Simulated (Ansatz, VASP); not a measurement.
NaB3Te in VASP and in Ansatz

```xyz
5
Lattice="4.1061 0.0000 0.0000 0.0000 4.1061 0.0000 0.0000 0.0000 4.1061" Properties=species:S:1:pos:R:3 pbc="T T T"
Na    0.0000    0.0000    0.0000
B     0.0000    2.0531    2.0531
B     2.0531    0.0000    2.0531
B     2.0531    2.0531    0.0000
Te    2.0531    2.0531    2.0531
```

Alike in both runs: task relaxation of cell and atoms; functional PBE; k mesh 4 × 4 × 4; occupations gaussian, width 0.1 eV; no spin polarisation.

|  | VASP | Ansatz |
| --- | --- | --- |
| version | VASP 6.6.1 | Ansatz 0.2.0 |
| potentials or method | VASP PAW PBE potentials, release 64 (Na_pv, B, Te) | scalar-relativistic, plane waves, PAW |
| plane-wave cutoff (eV) | 600 | 420 |
| valence electrons in the cell | 22 | 34 |

```tsv
	VASP	Ansatz	Ansatz less VASP
gap on the k mesh at the Fermi level, each at its own relaxed structure (eV)	none	none	-
relaxed volume (Å³/atom)	20.10	20.26	+0.159
relaxed cell length with the largest relative difference (Å)	4.649	4.662	+0.0122
energy change over the relaxation (meV/atom)	-477	-462	+14.9
```

A gap of «none» marks a metal or a gap that the smearing closes. The two sets of potentials don't hold the same shells in valence.

Caveats: the k mesh is coarse (spacing up to 0.38 Å⁻¹), so the values aren't converged; the volume moved by over 15 % at a fixed basis, so the end points are rough (VASP). The runs have no spin-orbit coupling, so splittings on Te are missing.
